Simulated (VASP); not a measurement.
# Cd2C in VASP: notebook

One sheet, Cd2C, is run at these levels: PBE; tasks: single point.

Everything below comes from runs of VASP 6.6.1. Logs are shortened: lines on timing, memory, paths and dates and some standing lists are left out, and cuts for length are marked.

## Step 1: The sheet as given

The cell holds a sheet with vacuum, 3 atoms: a = 4.231 Å, b = 4.231 Å, c = 23.800 Å, α = 90.00°, β = 90.00°, γ = 90.00°.

The cell was built by a generator and needn't be a form met in nature.

## Step 2: Single point, PBE

INCAR

```
  PREC = Accurate
  ENCUT = 520
  EDIFF = 1E-6
  ISMEAR = 0
  SIGMA = 0.1
  LREAL = False
  LASPH = True
  NELM = 100
  ALGO = Fast
  ISIF = 2
  LWAVE = False
  LCHARG = False
  LDIPOL = True
  IDIPOL = 3
  DIPOL = 0.5 0.5 0.294
  GGA = PE
  NBANDS = 21
```

KPOINTS

```
Automatic mesh
0
Gamma
  4 4 1
```

POSCAR

```
Cd2C
1.0
    4.2305294683      0.0000000000      0.0000000000
    0.0000000000      4.2305294683      0.0000000000
    0.0000000000      0.0000000000     23.8000000000
Cd C
2 1
Direct
    0.5000000000      0.0000000000      0.2941176471
    0.0000000000      0.5000000000      0.2941176471
    0.0000000000      0.0000000000      0.2941176471
```

Potentials or basis: VASP PAW PBE potentials, release 64 (Cd, C).

Started as:

```bash
cat potpaw_PBE.64/Cd/POTCAR potpaw_PBE.64/C/POTCAR > POTCAR
mpirun -np 1 vasp_std > vasp.out
```

OUTCAR:

```text
PREC = Accurate
   ENCUT = 520
   EDIFF = 1E-6
   ISMEAR = 0
   LREAL = False
   LASPH = True
   NELM = 100
   ISIF = 2
   GGA = PE

 ion  position               nearest neighbor table
   1  0.500  0.000  0.294-   3 2.12   3 2.12   2 2.99   2 2.99   2 2.99   2 2.99
   2  0.000  0.500  0.294-   3 2.12   3 2.12   1 2.99   1 2.99   1 2.99   1 2.99
   3  0.000  0.000  0.294-   1 2.12   2 2.12   2 2.12   1 2.12

  LATTYP: Found a simple tetragonal cell.
 ALAT       =     4.2305294683
 C/A-ratio  =     5.6257733644

  Lattice vectors:

 A1 = (   4.2305294683,   0.0000000000,   0.0000000000)
 A2 = (   0.0000000000,   4.2305294683,   0.0000000000)
 A3 = (   0.0000000000,   0.0000000000,  23.8000000000)

Analysis of symmetry for initial positions (statically):
=====================================================================
 Subroutine PRICEL returns:
 Original cell was already a primitive cell.

 Routine SETGRP: Setting up the symmetry group for a
 simple tetragonal supercell.

 Subroutine GETGRP returns: Found 16 space group operations
 (whereof  8 operations were pure point group operations)
 out of a pool of 16 trial point group operations.

The static configuration has the point symmetry C_4v.
 The point group associated with its full space group is D_4h.

Analysis of symmetry for dynamics (positions and initial velocities):
=====================================================================
 Subroutine PRICEL returns:
 Original cell was already a primitive cell.

 Routine SETGRP: Setting up the symmetry group for a
 simple tetragonal supercell.

 Subroutine GETGRP returns: Found 16 space group operations
 (whereof  8 operations were pure point group operations)
 out of a pool of 16 trial point group operations.

The dynamic configuration has the point symmetry C_4v.
 The point group associated with its full space group is D_4h.

 Subroutine INISYM returns: Found 16 space group operations
 (whereof  8 operations are pure point group operations),
 and found     1 'primitive' translations

----------------------------------------------------------------------------------------

                                     Primitive cell

  volume of cell :     425.9576

  direct lattice vectors                    reciprocal lattice vectors
     4.230529468  0.000000000  0.000000000     0.236377032  0.000000000  0.000000000
     0.000000000  4.230529468  0.000000000     0.000000000  0.236377032  0.000000000
     0.000000000  0.000000000 23.800000000     0.000000000  0.000000000  0.042016807

  length of vectors
     4.230529468  4.230529468 23.800000000     0.236377032  0.236377032  0.042016807

  position of ions in fractional coordinates (direct lattice)
     0.500000000  0.000000000  0.294117647
     0.000000000  0.500000000  0.294117647
     0.000000000  0.000000000  0.294117647

  ion indices of the primitive-cell ions
   primitive index   ion index
                 1           1
                 2           2
                 3           3

----------------------------------------------------------------------------------------

 KPOINTS: Automatic mesh

Automatic generation of k-mesh.
 Grid dimensions read from file:
 generate k-points for:    4    4    1

 Generating k-lattice:

  Cartesian coordinates                     Fractional coordinates (reciprocal lattice)
     0.059094258  0.000000000  0.000000000     0.250000000  0.000000000  0.000000000
     0.000000000  0.059094258  0.000000000     0.000000000  0.250000000  0.000000000
     0.000000000  0.000000000  0.042016807     0.000000000  0.000000000  1.000000000

  Length of vectors
     0.059094258  0.059094258  0.042016807

  Shift w.r.t. Gamma in fractional coordinates (k-lattice)
     0.000000000  0.000000000  0.000000000

 Subroutine IBZKPT returns following result:
 ===========================================

 Found      6 irreducible k-points:

 Following reciprocal coordinates:
            Coordinates               Weight
  0.000000  0.000000  0.000000      1.000000
  0.250000  0.000000  0.000000      4.000000
  0.500000  0.000000  0.000000      2.000000
  0.250000  0.250000  0.000000      4.000000
  0.500000  0.250000  0.000000      4.000000
  0.500000  0.500000  0.000000      1.000000
   k-points           NKPTS =      6   k-points in BZ     NKDIM =      6   number of bands    NBANDS=     21
   number of dos      NEDOS =    301   number of ions     NIONS =      3
   total plane-waves  NPLWV = 184320
   dimension x,y,z NGX =    32 NGY =   32 NGZ =  180
   dimension x,y,z NGXF=    64 NGYF=   64 NGZF=  360
   ions per type =               2   1
   NGX,Y,Z   is equivalent  to a cutoff of  12.57, 12.57, 12.57 a.u.
   NGXF,Y,Z  is equivalent  to a cutoff of  25.15, 25.15, 25.15 a.u.
 SYSTEM =  unknown system
   PREC   = accura    normal or accurate (medium, high low for compatibility)
   ISTART =      0    job   : 0-new  1-cont  2-samecut
   ICHARG =      2    charge: 1-file 2-atom 10-const
   ISPIN  =      1    spin polarized calculation?
   LNONCOLLINEAR =      F non collinear calculations
   LSORBIT =      F    spin-orbit coupling
   LASPH  =      T    aspherical Exc in radial PAW
   ENCUT  =  520.0 eV  38.22 Ry    6.18 a.u.   7.87  7.87 44.25*2*pi/ulx,y,z
   NELM   =    100;   NELMIN=  2; NELMDL= -5     # of ELM steps
   EDIFF  = 0.1E-05   stopping-criterion for ELM
   LREAL  =      F    real-space projection
   EDIFFG = 0.1E-04   stopping-criterion for IOM
   NSW    =      0    number of steps for IOM
   IBRION =     -1    ionic relax: 0-MD 1-quasi-New 2-CG
   NFREE  =      0    steps in history (QN), initial steepest desc. (CG)
   ISIF   =      2    stress and relaxation
   ISYM   =      2    0-nonsym 1-usesym 2-fastsym
   POTIM  = 0.5000    time-step for ionic-motion
   TEBEG  =    0.0;   TEEND  =   0.0 temperature during run
   PSTRESS=    0.0 pullay stress
   NELECT =      28.0000    total number of electrons
   NUPDOWN=      -1.0000    fix difference up-down
   EMIN   =  10.00;   EMAX   =-10.00  energy-range for DOS
   EFERMI =   0.00;   METHOD = LEGACY
   ISMEAR =     0;   SIGMA  =   0.10  broadening in eV -4-tet -1-fermi 0-gaus
   EFERMI_NEDOS =   21; number of points for ismear=-14 and -15
   IALGO  =     68    algorithm
   IMIX   =      4    mixing-type and parameters
     AMIX     =   0.40;   BMIX     =  1.00
     AMIX_MAG =   1.60;   BMIX_MAG =  1.00
  volume/ion in A,a.u.               =     141.99       958.17
  Fermi-wavevector in a.u.,A,eV,Ry     =   0.660702  1.248545  5.939305  0.436527
  Thomas-Fermi vector in A             =   1.733232
   LORBIT       =      0    0 simple, 1 ext, 2 COOP (PROOUT), +10 PAW based schemes
   GGA     = PE    functional components
   LHFCALC =     F    Hartree Fock is set to
   AEXX    =    0.0000 exact exchange contribution
   IVDW    =     0    specifies the selected vdW correction
   LEPSILON=     F    determine dielectric tensor
   LRPA    =     F    only Hartree local field effects (RPA)
 non-spin polarized calculation
 RMM-DIIS sequential band-by-band and
 Gauss-broadening in eV      SIGMA  =   0.10
  energy-cutoff  :      520.00
  volume of cell :      425.96
 maximum number of plane-waves:     11504
 NGX is ok and might be reduce to    32
   NGX = 15   NGY = 15   NGZ = 89

 dipolmoment           0.000000      0.000000     -0.000030 electrons x Angstroem

 number of electron      28.0000016 magnetization

 dipolmoment           0.000000      0.000000      0.000002 electrons x Angstroem

 Free energy of the ion-electron system (eV)
  ---------------------------------------------------
  ext. energy  EPLUGINS =         0.00000000
  ---------------------------------------------------
  free energy    TOTEN  =        -6.91659804 eV

  energy without entropy =       -6.91634792  energy(sigma->0) =       -6.91647298

 E-fermi :  -3.1811     XC(G=0):  -1.9368

 val. band max:       -3.3970024367   @ k =   0.5000   0.2500   0.0000
 cond. band min:      -2.9965083902   @ k =   0.0000   0.0000   0.0000
 fundamental gap:      0.4004940465
 Fermi energy:        -3.1810844455

 k-point     1 :       0.0000    0.0000    0.0000
  band No.  band energies     occupation
      1     -16.0849      2.00000
      2     -13.0811      2.00000
      3     -12.7442      2.00000
      4     -12.3287      2.00000
      5     -12.3287      2.00000
      6     -11.9439      2.00000
[... 13 lines left out ...]
     20       1.1274      0.00000
     21       2.0739      0.00000

 k-point     2 :       0.2500    0.0000    0.0000
  band No.  band energies     occupation
      1     -15.6896      2.00000
      2     -12.9158      2.00000
      3     -12.5784      2.00000
      4     -12.3494      2.00000
      5     -12.3113      2.00000
      6     -12.2652      2.00000
[... 13 lines left out ...]
     20       1.5596      0.00000
     21       2.1911      0.00000

 k-point     3 :       0.5000    0.0000    0.0000
  band No.  band energies     occupation
      1     -15.0941      2.00000
      2     -13.0477      2.00000
      3     -12.5038      2.00000
      4     -12.3424      2.00000
      5     -12.2658      2.00000
      6     -12.2368      2.00000
[... 13 lines left out ...]
     20       2.3567      0.00000
     21       2.4455      0.00000

 k-point     4 :       0.2500    0.2500    0.0000
  band No.  band energies     occupation
      1     -15.2774      2.00000
      2     -12.8920      2.00000
      3     -12.6988      2.00000
      4     -12.4368      2.00000
      5     -12.3699      2.00000
      6     -12.2268      2.00000
[... 13 lines left out ...]
     20       1.6445      0.00000
     21       2.0234      0.00000

 k-point     5 :       0.5000    0.2500    0.0000
  band No.  band energies     occupation
      1     -14.6074      2.00000
      2     -13.2796      2.00000
      3     -12.6886      2.00000
      4     -12.4778      2.00000
      5     -12.4695      2.00000
      6     -12.3689      2.00000
[... 13 lines left out ...]
     20       2.9787      0.00000
     21       3.4595      0.00000

 k-point     6 :       0.5000    0.5000    0.0000
  band No.  band energies     occupation
      1     -13.4679      2.00000
      2     -13.4679      2.00000
      3     -13.2290      2.00000
      4     -12.6138      2.00000
      5     -12.4541      2.00000
      6     -12.4494      2.00000
[... 13 lines left out ...]
     20       2.9346      0.00000
     21       3.4982      0.00000

------------------------ aborting loop because EDIFF is reached ----------------------------------------

 vacuum level on the upper side and lower side of the slab       (xc-potential included)        -0.005        -0.005

  FORCE on cell =-STRESS in cart. coord.  units (eV):
  Direction    XX          YY          ZZ          XY          YZ          ZX
  --------------------------------------------------------------------------------------
  -------------------------------------------------------------------------------------
  Total        0.5407075      0.5407075     -0.0067969      0.0000000      0.0000000      0.0000000
  in kB        2.0337923      2.0337923     -0.0255656      0.0000000      0.0000000      0.0000000
  external PRESSURE =       1.3473397 kB  Pullay stress =       0.0000000 kB

 VOLUME and BASIS-vectors are now :
 -----------------------------------------------------------------------------
  energy-cutoff  :      520.00
  volume of cell :      425.96
      direct lattice vectors                 reciprocal lattice vectors
     4.230529468  0.000000000  0.000000000     0.236377032  0.000000000  0.000000000
     0.000000000  4.230529468  0.000000000     0.000000000  0.236377032  0.000000000
     0.000000000  0.000000000 23.800000000     0.000000000  0.000000000  0.042016807

 POSITION                                       TOTAL-FORCE (eV/Angst)
 -----------------------------------------------------------------------------------
      2.11526      0.00000      7.00000         0.000000     -0.000000      0.000000
      0.00000      2.11526      7.00000         0.000000      0.000000     -0.000000
      0.00000      0.00000      7.00000         0.000000     -0.000000      0.000000
 -----------------------------------------------------------------------------------
    total drift:                                0.000000      0.000000     -0.000094

  FREE ENERGIE OF THE ION-ELECTRON SYSTEM (eV)
  ---------------------------------------------------
  free  energy   TOTEN  =        -6.9165980416 eV

  energy  without entropy=       -6.9163479150  energy(sigma->0) =       -6.91647298

 vacuum level on the upper side and lower side of the slab         0.889         0.889
```

Run time: 41 s. Hardware: 1 thread of Intel Xeon Platinum 8559C (Emerald Rapids), shared host; peak memory 0.42 GiB.

What came out:

```yaml
Free_energy: -6.9166 eV
Band_gap_on_the_k_mesh: 0.40 eV, indirect (least direct gap 1.23 eV)
```

PBE gaps usually lie below the measured ones, often by a third to a half.

## Step 3: Single point, PBE

This run uses another cell than the first one, of 138.09 Å³/atom, 0.973 times its volume.

INCAR

```
SYSTEM = Cd2C
ALGO = Normal ; DIPOL = 0.5 0.5 0.500
EDIFF = 1E-6 ; ENCUT = 520
GGA = PE ; IDIPOL = 3
ISIF = 2 ; ISMEAR = 0
LASPH = .TRUE. ; LCHARG = .FALSE.
LDIPOL = .TRUE. ; LREAL = .FALSE.
LWAVE = .FALSE. ; NBANDS = 21
NELM = 100 ; PREC = Accurate
SIGMA = 0.1
```

KPOINTS

```
k-points
0
G
  4 4 1
  0 0 0
```

POSCAR

```
Cd2C
1.0
    5.4396590000      0.0000000000      0.0000000000
    0.0000000000      5.4396590000      0.0000000000
    0.0000000000      0.0000000000     14.0000000000
Cd C
2 1
Direct
    0.5000000000      0.0000000000      0.5000000000
    0.0000000000      0.5000000000      0.5000000000
    0.0000000000      0.0000000000      0.5000000000
```

Potentials or basis: VASP PAW PBE potentials, release 64 (Cd, C).

Started as:

```bash
cat potpaw_PBE.64/Cd/POTCAR potpaw_PBE.64/C/POTCAR > POTCAR
mpirun -np 1 vasp_std > vasp.out
```

Wall time 37 s (1 thread of Intel Xeon Platinum 8559C (Emerald Rapids), shared host); peak memory 0.4 GiB.

The run converged. Its results:

```yaml
Free_energy: -4.3045 eV
Band_gap_on_the_k_mesh: none (metal or under the smearing width)
```

Levels at points of the mesh, in eV from the Fermi level:
| k point | band 11 | band 12 | band 13 | band 14 | band 15 | band 16 | band 17 | band 18 |
| --- | --- | --- | --- | --- | --- | --- | --- | --- |
| (0.00, 0.00, 0.00) | -7.22 | -1.70 | -1.14 | -1.14 | -0.35 | 0.06 | 2.81 | 3.84 |
| (0.50, 0.00, 0.00) | -7.44 | -3.09 | -0.89 | -0.81 | 0.00 | 2.20 | 2.76 | 3.73 |
| (0.50, 0.50, 0.00) | -7.97 | -2.70 | -2.70 | 0.30 | 0.75 | 2.74 | 2.74 | 3.27 |
